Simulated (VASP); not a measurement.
## Bulk modulus of diamond and zinc-blende semiconductors: LDA against PBE

VASP (plane waves, PAW); cells keep the symmetry of their structure type. Static lattice, from a third-order Birch-Murnaghan fit over five volumes at each level.

Here x stands for PBE B0 and y for LDA B0.

```
solid  PBE B0 (GPa)  LDA B0 (GPa)  cut-off (eV)
-----  ------------  ------------  ------------
Sn             35.2          44.4           520
InAs           48.5          60.1           520
BeTe           56.5          63.8           520
AlAs           67.3          75.7           520
BAs           131.9         147.4           520
BP            161.7         175.1           520
AlN           193.7             ?           520
```

Taking a straight line for y over the 6 complete rows: With u = x - 84, the rows have u = -48.80, -35.50, -27.50, -16.70, 47.90, 77.70. Means: u -0.48333, y 94.42. About the means, the sum of products is 13621 and the sum of squares of u is 13007; the slope is their ratio. Least squares gives y = 94.92 + 1.04716·u. Residuals (row less fit): 0.58, 2.35, -2.32, -1.73, 2.32, -1.18; standard error 2.30 (degrees of freedom: 4). The slope is 1.05 with a standard error of 0.020.

Problem. What does the fit predict for y at x = 193.7, and how far is the calculated value from it?

Solution. u = 109.70, so y = 94.92 + 1.04716 × 109.70 = 209.79 GPa. The calculation gives 211.1 GPa, 1.31 GPa above the prediction (0.8 % of the range of y in the table). The row lies outside the fitted rows, so this is an extrapolation. From the scatter of the fitted rows alone, a prediction at this place has a standard error of 3.33 GPa, so the miss is 0.4 times that.

Sn is here grey tin, stable below 13 °C. AlN is here a metastable form; wurtzite is the usual one. The rows are a random draw from the solids of this series computed here; series whose standard error about the line passes 12 to 30 % of the range of y, or with no trend, aren't shown in this form.
